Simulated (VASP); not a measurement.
Here is the system:

```
CELL_PARAMETERS angstrom
      4.21747     0.00000     0.00000
      0.00000     4.21747     0.00000
      0.00000     0.00000     4.21747
ATOMIC_POSITIONS crystal
  Ba 0.00000 0.00000 0.00000
  Hf 0.50000 0.50000 0.50000
  O  0.50000 0.00000 0.50000
  O  0.00000 0.50000 0.50000
  O  0.50000 0.50000 0.00000
```

Calculation: optB86b-vdW, VASP's PBE PAW potentials (set 64) (plane waves; VASP). Settings: 520 eV cut-off, 5×5×5 Γ-centred mesh, Gaussian smearing of 0.050 eV, potentials Ba_sv Hf_pv O.

What does the run give for the energy per atom (σ→0), pressure?

```
Property                       Result
---------------------  --------------
energy per atom (σ→0)  -7.008 eV/atom
pressure                   -46.7 kbar
```

Total energies compare only between runs with the same potentials, cut-off and functional.

The compound is BaHfO3 in the cubic perovskite structure. This cell is one point of a volume scan, at 1.03 of the reference volume.
